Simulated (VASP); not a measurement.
## Sr2SO: single point with PBE

Sr2SO:

```
Sr S O
1.0
     4.04324    0.00000    0.00000
     0.00000    4.04324    0.00000
     0.00000    0.00000    5.71800
Sr S O
2 1 1
Direct
  0.00000 0.00000 0.00000
  0.50000 0.50000 0.50000
  0.00000 0.00000 0.50000
  0.50000 0.50000 0.00000
```

The cell comes from a database or a generator and needn't be the stable form of this composition.

```yaml
Program: VASP 6.6.1
Task: single point
Functional: PBE
Potentials_or_basis: VASP PAW PBE potentials, release 64 (Sr_sv, S, O)
Cutoff: 520 eV
k_mesh: 4 × 4 × 4
Occupations: fermi-dirac, width 0.025852 eV
Spin: no spin polarisation
```

| Item | Value |
| --- | --- |
| Pressure | 0.0 GPa |
| Band gap on the k mesh | 2.19 eV, direct |

Levels at points of the mesh, in eV from the valence-band top:
```csv
k point,band 12,band 13,band 14,band 15,band 16,band 17,band 18,band 19,band 20,band 21
"(0.00, 0.00, 0.00)",-0.71,-0.71,-0.04,0.00,0.00,2.19,2.90,4.59,4.59,4.93
"(0.50, 0.00, 0.00)",-1.75,-1.38,-1.20,-0.55,-0.43,4.32,5.34,5.67,5.81,5.98
"(0.50, 0.50, 0.00)",-1.54,-0.90,-0.27,-0.27,-0.14,2.38,2.38,5.48,6.34,7.08
"(0.00, 0.00, 0.50)",-0.92,-0.80,-0.80,-0.10,-0.10,2.55,4.07,4.21,5.17,5.53
"(0.50, 0.00, 0.50)",-2.65,-1.85,-0.98,-0.76,-0.61,5.22,5.54,5.97,6.20,6.88
"(0.50, 0.50, 0.50)",-1.61,-1.61,-0.70,-0.55,-0.55,4.15,4.15,5.57,5.57,6.51
```

Wall time 81 s on 1 thread of Intel(R) Xeon(R) Platinum 8488C (Sapphire Rapids), on a shared host, peak memory 0.22 GiB.

A k mesh can miss the band edges. PBE gaps usually lie below the measured ones, often by a third to a half.
